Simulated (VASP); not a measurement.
Here is the system:

```
Yb
1.0
    0.00000     2.64298     2.64298
    2.64298     0.00000     2.64298
    2.64298     2.64298     0.00000
Yb
1
Cartesian
  0.00000   0.00000   0.00000
```

All values below come from vdW-DF-cx, VASP's PBE PAW potentials (set 64) (plane waves; VASP). Settings: 520 eV cut-off, 10×10×10 Γ-centred mesh, tetrahedra with Blöchl corrections, potentials Yb_2.

The 4f electrons are frozen in the core of the lanthanide potential, so 4f levels, which can set the real gap, and their magnetism are missing.

Problem. Estimate the energy per atom (σ→0).

Solution. 
```yaml
energy per atom (σ→0): 0.852 eV/atom
```

The compound is Yb in the fcc structure. It was relaxed first, which changed the volume by -10 %.
